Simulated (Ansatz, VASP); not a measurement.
**Si2Ni (NiSi2 strained to the junction's net) in two plane-wave programs**

Aim: how closely do two programs agree when they are given the same cell, functional and k mesh? The cell is generated by rule, not measured, and may not be a known phase. The structure shown is the end of the Ansatz relaxation below.

Method: plane waves, with VASP 6.6.1 beside it; single point at PBE, in Ansatz 0.2.0.

## (1) Set-up

The structure is trigonal, space group R-3m (No. 166). Conventional cell: a = 3.850 Å, b = 3.850 Å, c = 9.471 Å, α = 90.00°, β = 90.00°, γ = 120.00°. Si has 4 Ni at 2.36 Å nearest. Nearest to Ni lie 8 Si at 2.36 Å. Farther neighbours are not listed.

## (2) Ansatz: relaxation, PBE

Ansatz runs on its default PAW (the set named soft_2) files.

This run makes the geometry at which the two programs are then compared.

Input file input.yaml:

```yaml
crystal:
  lattice:
    - [3.85, 0.0, 0.0]
    - [-1.925, 3.3341978046, 0.0]
    - [0.0, 0.0, 9.3871861479]
  atoms:
    - { symbol: Si, position: [0.0, 0.0, 0.0] }
    - { symbol: Ni, position: [0.6666666667, 0.3333333333, 0.0833333333] }
    - { symbol: Si, position: [0.3333333333, 0.6666666667, 0.1666666667] }
    - { symbol: Si, position: [0.6666666667, 0.3333333333, 0.3333333333] }
    - { symbol: Ni, position: [0.3333333333, 0.6666666667, 0.4166666667] }
    - { symbol: Si, position: [0.0, 0.0, 0.5] }
    - { symbol: Si, position: [0.3333333333, 0.6666666667, 0.6666666667] }
    - { symbol: Ni, position: [0.0, 0.0, 0.75] }
    - { symbol: Si, position: [0.6666666667, 0.3333333333, 0.8333333333] }
kpoints:
  mp_grid: { grid: [12, 12, 3] }
scf:
  occupations: { method: fermi_dirac, width: 0.1 }
  max_iter: 150
hamiltonian:
  xc: pbe
relax:
  f_tol: 0.01
  max_steps: 40
  cell: { fix: [a, b, angles] }
```

Started as:

```bash
> ansatz run input.yaml --threads 8 --pin off --max-ram 24576MiB --backend cpu --events-out ev --progress --plain --runs-dir out
```

Numbers of over 12 decimals in the logs are rounded to 6 here.

What it wrote:

```text
Engine: ansatz 0.2.0, aarch64-unknown-linux-gnu
Pseudopotentials: kind: paw
Pseudopotential: Si, paw, valence charge 4, recommended cutoff 420 eV (normal), Si.paw.azcp
Pseudopotential: Ni, paw, valence charge 18, recommended cutoff 420 eV (normal), Ni.paw.azcp
Functional definition: PBE
  parameter kappa = 0.804
  parameter beta = 0.066725
  exchange = pbe_x(kappa = kappa, mu = beta*pi^2/3)
  correlation = pbe_c(beta = beta)
Crystal: 9 atoms, lattice volume = 120.500 Å³
Basis set: ecut = 420 eV, 2299 PW (Γ), exchange–correlation on 54×54×128 points (8 copies of the dense FFT grid, shifted against one another)
Bands: 48, of which v1, the nominal top of the filled ones, is band 39 counted from 1 (38 counted from 0)
Symmetry: 36 space group operations
Space group: R-3m (ITA 166), of the structure as read, at distance tolerance 4.9e-5 Å
k-points: 50 of 432
Non-local potential: Si, projectors of the file, l = 0: 2, l = 1: 2, l = 2: 2
Non-local potential: Ni, projectors of the file, l = 0: 3, l = 1: 2, l = 2: 3, l = 3: 1
PAW form: soft (Blöchl's): semilocal exchange-correlation on the pseudo side does not see the compensation charge
PAW one-centre angular grid: Si, 110 points (default); XC on 64 Gauss nodes
PAW one-centre angular grid: Ni, 590 points (default); XC on 64 Gauss nodes
Initial density: superposition of atomic densities (neutral atoms: chi_scale 0, normalization atom), corrected by the library's trained network
Initial wavefunctions: pseudopotential atomic-orbital guess
Functional: x = pbe(κ = 0.804, μ = 0.219515), c = pbe(β = 0.066725)
SCF iter   1: F=—  HF=-21337.250668 eV  |F-HF|=—  |Δ(HF+E_count)|=         —  Δρ=1.03e-2  dr2=9.22e-2  ethr=1.77e-3  ⟨swp⟩=7.6  Hψ=10219  notcnv=0  defer=3
preconditioner: auto → Kerker (q_TF=auto, 2.538 Å⁻¹)  [metal: Δε(μ)=0.025 eV  Ē_g=7.310 eV  σ=0.100 eV  W_gap=0.06  n_scr=36 (ndim 8)  ℏωp=24.9 eV  f_vac=0.000  D(μ)=2.80/eV (n_scr^D=24)]
SCF iter   2: F=—  HF=-21337.242204 eV  |F-HF|=—  |Δ(HF+E_count)|=   8.46e-3  Δρ=4.20e-3  dr2=1.85e-2  ethr=1.18e-4  ⟨swp⟩=2.0  Hψ=3004  notcnv=0  defer=3
SCF iter   3: F=—  HF=-21337.240271 eV  |F-HF|=—  |Δ(HF+E_count)|=   1.93e-3  Δρ=5.34e-4  dr2=2.65e-4  ethr=2.37e-5  ⟨swp⟩=1.3  Hψ=2534  notcnv=0  defer=4
SCF iter   4: F=—  HF=-21337.240415 eV  |F-HF|=—  |Δ(HF+E_count)|=   1.44e-4  Δρ=1.95e-4  dr2=6.11e-5  ethr=3.39e-7  ⟨swp⟩=2.0  Hψ=4298  notcnv=0  defer=5
SCF iter   5: F=—  HF=-21337.240410 eV  |F-HF|=—  |Δ(HF+E_count)|=   4.82e-6  Δρ=2.08e-4  dr2=3.73e-5  ethr=7.83e-8  ⟨swp⟩=2.0  Hψ=3765  notcnv=0  defer=5
SCF iter   6: F=—  HF=-21337.240413 eV  |F-HF|=—  |Δ(HF+E_count)|=   2.52e-6  Δρ=6.60e-5  dr2=4.98e-6  ethr=4.79e-8  ⟨swp⟩=2.0  Hψ=3354  notcnv=0  defer=5
SCF iter   7: F=—  HF=-21337.240415 eV  |F-HF|=—  |Δ(HF+E_count)|=   1.75e-6  Δρ=1.16e-5  dr2=2.34e-7  ethr=6.38e-9  ⟨swp⟩=2.0  Hψ=3280  notcnv=0  defer=5
SCF iter   8: F=-21337.240415 eV  HF=-21337.240415 eV  |F-HF|=3.62e-9  |Δ(HF+E_count)|=   1.47e-7  Δρ=2.80e-6  dr2=1.55e-8  ethr=1.28e-10  ⟨swp⟩=4.1  Hψ=8493  notcnv=0
SCF 1 converged in 8 iterations: F = -21337.240415 eV  dr2 = 1.55e-8
  greatest PAW one-centre occupation: 1.000 electrons in one spin orbital (limit 2), on the Ni atom at site 7 (counted from 0), in its partial waves of l = 1
relax step   1: F+E_penalty+E_count = -21337.24041470 eV  Δ(F+E_penalty+E_count) = +0.000e0 eV  max|allowed force component| = 2.367e-3 eV/Å  Δτ_max = 0.0000 Å  P = +0.660 GPa  Ω = 120.500 Å³  fix = [a, b, alpha, beta, gamma]  reactions: a -0.130, b -0.130 GPa  (8 SCF iters, dr2 threshold 1.00e-7 eV, accepted)
[...]
relax step   2: F+E_penalty+E_count = -21337.24609099 eV  Δ(F+E_penalty+E_count) = -5.676e-3 eV  max|allowed force component| = 1.573e-3 eV/Å  Δτ_max = 0.0037 Å  P = -0.028 GPa  Ω = 121.074 Å³  energy of the carried Pulay correction = -1.571e-4 eV  fix = [a, b, alpha, beta, gamma]  reactions: a -0.565, b -0.565 GPa  (6 SCF iters, dr2 threshold 9.00e-7 eV, accepted)
[...]
relax step   3: F+E_penalty+E_count = -21337.24758357 eV  Δ(F+E_penalty+E_count) = -1.493e-3 eV  max|allowed force component| = 1.217e-3 eV/Å  Δτ_max = 0.0031 Å  P = -0.609 GPa  Ω = 121.572 Å³  energy of the carried Pulay correction = -2.929e-4 eV  fix = [a, b, alpha, beta, gamma]  reactions: a -0.925, b -0.925 GPa  (6 SCF iters, dr2 threshold 9.00e-7 eV, accepted)
[...]
relax step   4: F+E_penalty+E_count = -21337.24786487 eV  Δ(F+E_penalty+E_count) = -2.813e-4 eV  max|allowed force component| = 1.180e-3 eV/Å  Δτ_max = 0.0000 Å  P = -0.607 GPa  Ω = 121.572 Å³  fix = [a, b, alpha, beta, gamma]  reactions: a -0.924, b -0.924 GPa  stress off target by 2.58e-2 GPa on what of the cell is left free  SCF on the basis re-selected at this cell (its energy is not comparable with the rows above)  (6 SCF iters)
basis re-selected at this cell: Δ(F+E_penalty+E_count) = -2.813e-4 eV, ΔP = +0.001 GPa vs the last step (what re-selecting the basis moved, of the pressure what is left beyond the Pulay correction that the steps carried, after the strain that the cell walked since its last selection, with what the two solves' SCF thresholds leave and, on support functions, any second-order correction that the steps lacked; it is no m [...]
SCF converged after 6 iterations
Free energy (F): -21337.247865 eV
Harris-Foulkes:  -21337.247865 eV  (|F-HF|=2.91e-11)
Internal energy: -21337.158053 eV  (E = F + TS)
E sigma→0 (E₀):  -21337.202959 eV
Entropy (-TS):   -0.089811 eV (-9.979 meV/atom)
Fermi energy:    12.792013 eV
--- Per-component energies (eV) ---
  E_band       = -1057.933156
  E_kinetic    = 1106.859534
  E_local      = -14818.148658  (includes V_loc(G=0)·N_el)
  E_nonlocal   = 2038.885867
  E_hartree    = 6404.681667
  E_xc         = -596.061996
  E_vxc        = -623.111788  (∫ρ·V_xc dr)
  E_paw        = -7954.406138  (= ΣΔE_a)
  E_vpaw       = -1571.783649  (= ΣTr[D̂ρ^β])
  E_aug_tail   = 0.001539  (compensation charges beyond the density's cutoff)
  E_ewald      = -7518.969868
  E_smearing   = -0.089811  (= −TS)
  E_closure    = -0.000000  (closes the sum)
  Σ components = -21337.247865   (vs F -21337.247865, Δ=0.00e0)
--- Forces (eV/Å), atoms counted from 1 ---
  atom   1  Si    -0.00000000    -0.00000000     0.00118012
  atom   2  Ni     0.00000000     0.00000000     0.00000000
  atom   3  Si    -0.00000000     0.00000000    -0.00118012
  atom   4  Si    -0.00000000    -0.00000000     0.00118012
  atom   5  Ni    -0.00000000    -0.00000000     0.00000000
  atom   6  Si     0.00000000     0.00000000    -0.00118012
  atom   7  Si     0.00000000    -0.00000000     0.00118012
  atom   8  Ni     0.00000000     0.00000000     0.00000000
  atom   9  Si    -0.00000000     0.00000000    -0.00118012
  max |Σ_I F_I| component: 3.70e-17 eV/Å
--- Stress (GPa, compression-positive) ---
       -0.924001       0.000000      -0.000000
       -0.000000      -0.924001      -0.000000
       -0.000000      -0.000000       0.025803
  P = ⅓ Tr σ = -0.6074 GPa (-6.074 kbar)
--- Relaxed structure (3 steps of the walk, 3 accepted, 1 SCFs on fresh bases) ---
  F+E_penalty+E_count = -21337.24786487 eV   max|allowed force component| = 1.180e-3 eV/Å   (the final SCF, on the basis selected at the relaxed cell)
  cell:  # Å, volume = 121.5724 Å³
    - [3.850000, 0, 0]
    - [-1.925000, 3.334198, 0]
    - [0, 0, 9.470718]
  atoms:
    - { symbol: Si, position: [0, 0, -0.000723902] }
    - { symbol: Ni, position: [0.666667, 0.333333, 0.083333] }
    - { symbol: Si, position: [0.333333, 0.666667, 0.167391] }
    - { symbol: Si, position: [0.666667, 0.333333, 0.332609] }
    - { symbol: Ni, position: [0.333333, 0.666667, 0.416667] }
    - { symbol: Si, position: [0, 0, 0.500724] }
    - { symbol: Si, position: [0.333333, 0.666667, 0.665943] }
    - { symbol: Ni, position: [0, 0, 0.75] }
    - { symbol: Si, position: [0.666667, 0.333333, 0.834057] }
```

## (3) VASP: single point, PBE

The same cell, functional, mesh and smearing now go to VASP, with its own data sets.

Lines of VASP's logs that name or quote its potential files are left out, and so is its time.

Input file INCAR:

```
SYSTEM = Si2Ni
PREC = Accurate
ENCUT = 600
EDIFF = 1E-06
NELM = 120
ISMEAR = -1
SIGMA = 0.1
LREAL = .FALSE.
ALGO = Normal
GGA = PE
NBANDS = 36
LASPH = .TRUE.
LORBIT = 11
LWAVE = .FALSE.
LCHARG = .FALSE.
ISIF = 2
GGA_COMPAT = .FALSE.
KPAR = 2
```

Input file POSCAR:

```
Si2Ni
1.0
    3.8500000000      0.0000000000      0.0000000000
   -1.9250000000      3.3341978046      0.0000000000
    0.0000000000      0.0000000000      9.4707177976
Si Ni
6 3
Direct
    0.0000000000      0.0000000000      0.9992760983
    0.3333333333      0.6666666667      0.1673905683
    0.6666666667      0.3333333333      0.3326094317
    0.0000000000      0.0000000000      0.5007239017
    0.3333333333      0.6666666667      0.6659427650
    0.6666666667      0.3333333333      0.8340572350
    0.6666666667      0.3333333333      0.0833333333
    0.3333333333      0.6666666667      0.4166666667
    0.0000000000      0.0000000000      0.7500000000
```

Input file KPOINTS:

```
Automatic mesh
0
Gamma
12 12 3
0 0 0
```

Potentials, in the order of the species: Si and Ni (PBE family, release 64).

Started as:

```bash
> mpirun -np 2 vasp_std
```

What it wrote:

```text
[banner, memory and clock lines left out]
running    2 mpi-ranks, on    1 nodes
 distrk:  each k-point on    1 cores,    2 groups
 distr:  one band on    1 cores,    1 groups

 POSCAR found type information on POSCAR SiNi
 POSCAR found :  2 types and       9 ions
 LDA part: xc-table for (Slater+PW92), standard interpolation
 POSCAR, INCAR and KPOINTS ok, starting setup
 FFT: planning ... GRIDC
 FFT: planning ... GRID_SOFT
 FFT: planning ... GRID
 WAVECAR not read
 entering main loop
       N       E                     dE             d eps       ncg     rms          rms(c)
DAV:   1     0.355496016481E+03    0.35550E+03   -0.24924E+04  3600   0.175E+03
DAV:   2    -0.251411078398E+02   -0.38064E+03   -0.36698E+03  3600   0.367E+02
DAV:   3    -0.567761410172E+02   -0.31635E+02   -0.30348E+02  4240   0.118E+02
DAV:   4    -0.581186986398E+02   -0.13426E+01   -0.13235E+01  4484   0.219E+01
DAV:   5    -0.581599370933E+02   -0.41238E-01   -0.41168E-01  4656   0.394E+00    0.279E+01
DAV:   6    -0.722817945804E+02   -0.14122E+02   -0.17606E+02  4608   0.199E+02    0.442E+01
DAV:   7    -0.532774104651E+02    0.19004E+02   -0.44018E+01  4380   0.114E+02    0.111E+01
DAV:   8    -0.523784574880E+02    0.89895E+00   -0.15438E+01  5428   0.498E+01    0.653E+00
DAV:   9    -0.521445349328E+02    0.23392E+00   -0.22180E+00  5112   0.181E+01    0.164E+00
DAV:  10    -0.521466700538E+02   -0.21351E-02   -0.46409E-02  4656   0.208E+00    0.966E-01
DAV:  11    -0.521439292072E+02    0.27408E-02   -0.99839E-03  4092   0.456E-01    0.473E-01
DAV:  12    -0.521435670166E+02    0.36219E-03   -0.32202E-03  4704   0.812E-01    0.189E-01
DAV:  13    -0.521434960775E+02    0.70939E-04   -0.54954E-04  4660   0.374E-01    0.268E-02
DAV:  14    -0.521435016231E+02   -0.55456E-05   -0.59753E-05  4676   0.728E-02    0.265E-02
DAV:  15    -0.521435021178E+02   -0.49465E-06   -0.40468E-06  3980   0.124E-02
   1 F= -.52143502E+02 E0= -.52098454E+02  d E =-.900961E-01
```

Parts of OUTCAR (step 3):

```text
ion  position               nearest neighbor table
   1  0.000  0.000  0.999-   9 2.36   7 2.36   7 2.36   7 2.36   6 2.72   6 2.72   6 2.72   2 2.73
                             2 2.73   2 2.73
   2  0.333  0.667  0.167-   8 2.36   7 2.36   7 2.36   7 2.36   3 2.72   3 2.72   3 2.72   1 2.73
                             1 2.73   1 2.73
   3  0.667  0.333  0.333-   7 2.36   8 2.36   8 2.36   8 2.36   2 2.72   2 2.72   2 2.72   4 2.73
                             4 2.73   4 2.73
   4  0.000  0.000  0.501-   9 2.36   8 2.36   8 2.36   8 2.36   5 2.72   5 2.72   5 2.72   3 2.73
                             3 2.73   3 2.73
   5  0.333  0.667  0.666-   8 2.36   9 2.36   9 2.36   9 2.36   4 2.72   4 2.72   4 2.72   6 2.73
                             6 2.73   6 2.73
   6  0.667  0.333  0.834-   7 2.36   9 2.36   9 2.36   9 2.36   1 2.72   1 2.72   1 2.72   5 2.73
                             5 2.73   5 2.73
   7  0.667  0.333  0.083-   6 2.36   3 2.36   1 2.36   2 2.36   2 2.36   1 2.36   1 2.36   2 2.36

  LATTYP: Found a hexagonal cell.
 ALAT       =     3.8500000000
 C/A-ratio  =     2.4599267007

 Subroutine GETGRP returns: Found 12 space group operations
 (whereof  6 operations were pure point group operations)

The static configuration has the point symmetry C_3v.
 The point group associated with its full space group is D_3d.

 Found     50 irreducible k-points:

   k-points           NKPTS =     50   k-points in BZ     NKDIM =     50   number of bands    NBANDS=     36

   dimension x,y,z NGX =    32 NGY =   32 NGZ =   80
   dimension x,y,z NGXF=    64 NGYF=   64 NGZF=  160

   ENCUT  =  600.0 eV  44.10 Ry    6.64 a.u.   7.69  7.69 18.92*2*pi/ulx,y,z

   NELECT =      54.0000    total number of electrons

 k-points in reciprocal lattice and weights: Automatic mesh
   0.00000000  0.00000000  0.00000000       0.002
   0.08333333 -0.00000000  0.00000000       0.014
   0.16666667  0.00000000  0.00000000       0.014
   0.25000000  0.00000000  0.00000000       0.014
   0.33333333  0.00000000  0.00000000       0.014
   0.41666667 -0.00000000  0.00000000       0.014
   0.50000000  0.00000000  0.00000000       0.007
   0.08333333  0.08333333  0.00000000       0.014
   0.16666667  0.08333333  0.00000000       0.028
[...]
-0.25000000 -0.41666667  0.33333333       0.028
   0.33333333  0.33333333  0.33333333       0.009

 average (electrostatic) potential at core
       1 -80.2490       2 -80.2490       3 -80.2490       4 -80.2490       5 -80.2490
       6 -80.2490       7 -82.6015       8 -82.6015       9 -82.6015

 E-fermi :  10.0222

 k-point     1 :       0.0000    0.0000    0.0000
  band No.  band energies     occupation
    ...
     21       9.3826      1.99667
     22       9.3826      1.99667
     23       9.3826      1.99667
     24       9.3826      1.99667
     25       9.5767      1.97702
     26      11.4727      0.00000
     27      11.4727      0.00000
     28      11.7153      0.00000
     29      11.7500      0.00000
     30      11.7500      0.00000
    ...

 k-point     2 :       0.0833   -0.0000    0.0000
  band No.  band energies     occupation
    ...
     21       8.5477      2.00000
     22       8.8288      1.99999
     23       9.2043      1.99944
     24       9.5354      1.98474
     25       9.6107      1.96788
     26      10.8311      0.00061
     27      11.0554      0.00007
     28      11.0710      0.00006
     29      11.6119      0.00000
     30      11.6342      0.00000
    ...

 k-point     3 :       0.1667    0.0000    0.0000
  band No.  band energies     occupation
    ...
     21       7.7661      2.00000
     22       8.2127      2.00000
     23       8.5039      2.00000
     24       8.9399      1.99996
     25       9.3965      1.99617
     26      10.2284      0.22582
     27      10.3327      0.08586
     28      10.5026      0.01627
     29      11.3634      0.00000
     30      11.4176      0.00000
    ...

  Total       -0.7294003     -0.7294003      0.0109841      0.0000000     -0.0000000      0.0000000
  in kB       -9.6126149     -9.6126149      0.1447578      0.0000000     -0.0000000      0.0000000
  external PRESSURE =      -6.3601573 kB  Pullay stress =       0.0000000 kB

  energy-cutoff  :      600.00
  volume of cell :      121.57
      direct lattice vectors                 reciprocal lattice vectors
     3.850000000  0.000000000  0.000000000     0.259740260  0.149961109  0.000000000
    -1.925000000  3.334197805  0.000000000     0.000000000  0.299922218  0.000000000
     0.000000000  0.000000000  9.470717798     0.000000000  0.000000000  0.105588618

 POSITION                                       TOTAL-FORCE (eV/Angst)
 -----------------------------------------------------------------------------------
      0.00000      0.00000      9.46386         0.000000     -0.000000     -0.000229
     -0.00000      2.22280      1.58531        -0.000000      0.000000      0.000229
      1.92500      1.11140      3.15005         0.000000     -0.000000     -0.000229
      0.00000      0.00000      4.74221        -0.000000      0.000000      0.000229
     -0.00000      2.22280      6.30696        -0.000000     -0.000000     -0.000229
      1.92500      1.11140      7.89912         0.000000      0.000000      0.000229
      1.92500      1.11140      0.78923         0.000000      0.000000      0.000000
     -0.00000      2.22280      3.94613         0.000000     -0.000000      0.000000
      0.00000      0.00000      7.10304         0.000000      0.000000      0.000000
 -----------------------------------------------------------------------------------
    total drift:                                0.000000     -0.000000     -0.000000

  FREE ENERGIE OF THE ION-ELECTRON SYSTEM (eV)
  ---------------------------------------------------
  free  energy   TOTEN  =       -52.1435021178 eV

  energy  without entropy=      -52.0534060325  energy(sigma->0) =      -52.09845408

 total charge
# of ion       s       p       d       tot
------------------------------------------
    1        0.744   0.828   0.000   1.572
    2        0.744   0.828   0.000   1.572
    3        0.744   0.828   0.000   1.572
    4        0.744   0.828   0.000   1.572
    5        0.744   0.828   0.000   1.572
    6        0.744   0.828   0.000   1.572
    7        0.546   0.764   8.433   9.743
    8        0.546   0.764   8.433   9.743
    9        0.546   0.764   8.433   9.743
--------------------------------------------------
tot          6.103   7.259  25.299  38.661

[... 3 further parts left out ...]
```

This run has no spin polarisation, so a moment on Ni, if there is one, isn't seen.

## (4) Differences

Known differences besides the potentials themselves: the data sets hold 78 valence electrons in Ansatz (on its default PAW (the set named soft_2) files) and 54 in VASP; the cutoff is 420 eV in Ansatz and 600 eV in VASP; Ansatz's pressure holds a Pulay correction, VASP's none. Total energies have different zeros and are not compared.

Both answers:

```tsv
quantity	Ansatz	VASP	difference
pressure (GPa)	-0.61	-0.64	+0.03
```

## (5) What came out

```yaml
difference_in_pressure_single_point_pbe: 0.029 GPa
```

In words: The difference in pressure is 0.029 GPa (single point, PBE), within the 1 GPa picked in this series as the mark of a large difference. The data sets hold unlike numbers of valence electrons (78 in Ansatz and 54 in VASP), so part of the differences comes from the potentials. Such differences can come from data sets, numerical settings and the points named under the comparisons, not from the functional's error against experiment.

[Lines on the potential files, build, host, timing and source positions are cut from VASP's logs without a mark.]

[Logs are printed without paths, hosts, clocks, repeated set-up lines and the standing remarks that a program may print on its own settings, such as how far it seeks lower states.]

[Hosts, paths, dates, database ids (printed as entryN), source tags and the programs' standing remarks are cut or masked in the printed files.]
